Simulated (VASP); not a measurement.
Input:

```xyz
1
Lattice="-1.3823 1.3823 1.3823 1.3823 -1.3823 1.3823 1.3823 1.3823 -1.3823" Properties=species:S:1:pos:R:3 pbc="T T T"
Ni     0.0000     0.0000     0.0000
```

Level of theory: r2SCAN meta-GGA, VASP's PBE PAW potentials (set 64) (plane waves; VASP). Numerical set-up: 400 eV cut-off, 21×21×21 Γ-centred mesh, tetrahedra with Blöchl corrections, potentials Ni.

The run has a spin-polarised start.

Task: Give the spin-up energies of bands 1 to 6 at the high-symmetry points, in eV from the Fermi level.

Result: 
```json
[
 {"band": "1", "Γ": "-9.43", "H": "-4.64", "N": "-5.07", "P": "-3.58"},
 {"band": "2", "Γ": "-2.70", "H": "-4.64", "N": "-3.67", "P": "-3.58"},
 {"band": "3", "Γ": "-2.70", "H": "-0.58", "N": "-1.23", "P": "-3.58"},
 {"band": "4", "Γ": "-2.70", "H": "-0.58", "N": "-0.96", "P": "-0.93"},
 {"band": "5", "Γ": "-1.13", "H": "-0.58", "N": "-0.35", "P": "-0.93"},
 {"band": "6", "Γ": "-1.13", "H": "10.42", "N": "0.22", "P": "8.55"}
]
```

Task: Give the spin-down energies of bands 1 to 6 at the high-symmetry points, in eV from the Fermi level.

Result: 
```tsv
band	Γ	H	N	P
1	-9.61	-4.30	-4.58	-2.77
2	-1.58	-4.30	-2.66	-2.77
3	-1.58	0.69	-0.46	-2.77
4	-1.58	0.69	-0.36	-0.33
5	-0.55	0.69	0.05	-0.33
6	-0.54	10.44	0.94	8.86
```

It has no gap at this level: it comes out as a metal or semimetal.

The structure comes from a computed database's Ni entry (Im-3m); how it stands against other phases isn't given here. It was relaxed first.
